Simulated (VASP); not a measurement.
An input for Quantum ESPRESSO's pw.x (written as the equivalent of a VASP run, and not itself run):

```
&CONTROL
  calculation = 'vc-relax'
  pseudo_dir = './pseudo'
  outdir = './out'
  tprnfor = .true.
  tstress = .true.
  nstep = 30
  forc_conv_thr = 0.00039
/
&SYSTEM
  ibrav = 0
  nat = 2
  ntyp = 1
  ecutwfc = 74
  occupations = 'smearing'
  smearing = 'methfessel-paxton'
  degauss = 0.00735
  input_dft = 'vdw-df2'
/
&ELECTRONS
  conv_thr = 7.3e-09
  electron_maxstep = 100
/
&IONS
/
&CELL
  cell_dofree = 'shape'
/
ATOMIC_SPECIES
  Os 190.230 Os.upf
CELL_PARAMETERS angstrom
     1.4278282   -2.4730706    0.0000000
     1.4278282    2.4730706    0.0000000
     0.0000000    0.0000000    4.4839547
ATOMIC_POSITIONS crystal
  Os   0.3333330  0.6666670  0.2500000
  Os   0.6666670  0.3333330  0.7500000
K_POINTS automatic
  15 15 8 0 0 0
```

Problem. Translate this input to VASP (INCAR, KPOINTS, POSCAR, choice of POTCAR).

Solution. Several could match; the one computed here: 
**POSCAR**
```
Os
1.0
  1.4278281826  -2.4730705626   0.0000000000
  1.4278281826   2.4730705626   0.0000000000
  0.0000000000   0.0000000000   4.4839547369
Os
2
Cartesian
  1.4278281826   0.8243585029   1.1209886842
  1.4278281826  -0.8243585029   3.3629660527
```

**INCAR**
```
SYSTEM  =  Os
PREC  =  Accurate; ENCUT  =  520; LREAL  =  .False.
LASPH  =  .True.
EDIFF  =  1E-7; NELM  =  100; ALGO  =  Normal
LMAXMIX  =  6
ISMEAR  =  1; SIGMA  =  0.1
GGA  =  ML; LUSE_VDW  =  .True.; AGGAC  =  0.0
ZAB_VDW  =  -1.8867
IBRION  =  2; NSW  =  30; ISIF  =  4
EDIFFG  =  -0.01
LWAVE  =  .False.; LCHARG  =  .False.
```

**KPOINTS**
```
Automatic mesh
0
Gamma
15 15 8
0 0 0
```

POTCAR, in this order: Os (PBE.64 set). Program: vasp_std.

Limits of the translation: the potentials are each code's own (VASP's PAW set, PseudoDojo norm-conserving files in pw.x), so ENCUT and ecutwfc are chosen apart and not converted; conv_thr bounds pw.x's estimated SCF error, while EDIFF bounds the energy change between steps; forc_conv_thr acts on force components and is met together with etot_conv_thr.

The compound is Os in the hcp structure. This cell is one point of a volume scan, at 1.03 of the reference volume. Symmetry was kept, so distortions that lower it aren't found.
